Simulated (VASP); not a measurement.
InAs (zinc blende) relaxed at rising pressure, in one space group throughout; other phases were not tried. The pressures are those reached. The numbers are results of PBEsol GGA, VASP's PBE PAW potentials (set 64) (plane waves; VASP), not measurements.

| P (GPa) | V (Å³/atom) | k-mesh |
|---|---|---|
| 0.00 | 28.236 | 10×10×10 |
| 4.97 | 26.201 | 11×11×11 |
| 9.92 | 24.767 | 8×8×8 |
| 20.07 | 22.731 | 8×8×8 |
| 29.86 | 21.354 | 8×8×8 |

A change of mesh leaves a small step in the series.

Question: Fit an equation of state and predict the volume at 44.99 GPa.

Answer: Least squares on the third-order Birch-Murnaghan form, P = (3B0/2)(y⁷ − y⁵)[1 + (3/4)(B′ − 4)(y² − 1)] with y = (V0/V)^(1/3), gives V0 = 28.232 Å³/atom, B0 = 56 GPa and B′ = 4.6, and so 19.824 Å³/atom. The run gave 19.812 Å³/atom, -0.1 % from the fit.

Pressures at which the relaxation failed are left out.

The compound is InAs in the zinc blende structure.
